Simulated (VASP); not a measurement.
A run of VASP 6.6.1 is set up as follows.

File INCAR:

```
SYSTEM = Rh
  PREC = Accurate
  ENCUT = 600
  EDIFF = 1E-7
  ISMEAR = 1
  SIGMA = 0.1
  LREAL = .False.
  LASPH = .True.
  NELM = 80
  ALGO = Fast
  ISIF = 2
  LWAVE = .False.
  LCHARG = .False.
  GGA = PS
  IBRION = 2
  NSW = 40
  EDIFFG = -0.01
```

The input KPOINTS:

```
regular mesh
0
Gamma
  16 16 16
  0 0 0
```

The input POSCAR:

```
Rh                                      
1.0
    0.0000000000      1.9145812248      1.9145812248
    1.9145812248      0.0000000000      1.9145812248
    1.9145812248      1.9145812248      0.0000000000
  Rh            
     1
Direct
     0.0000000000000000    0.0000000000000000    0.0000000000000000
```

Potentials or basis: VASP PAW PBE potentials, release 64 (Rh_pv).

Command:

```console
$ cat potpaw_PBE.64/Rh_pv/POTCAR > POTCAR
$ mpirun -np 1 vasp_std > vasp.out
```

(1) Estimate the band gap on the k mesh.

Answers

(1) none (metal or under the smearing width).

Caveat: the relaxation stopped at its first step, so nothing moved.
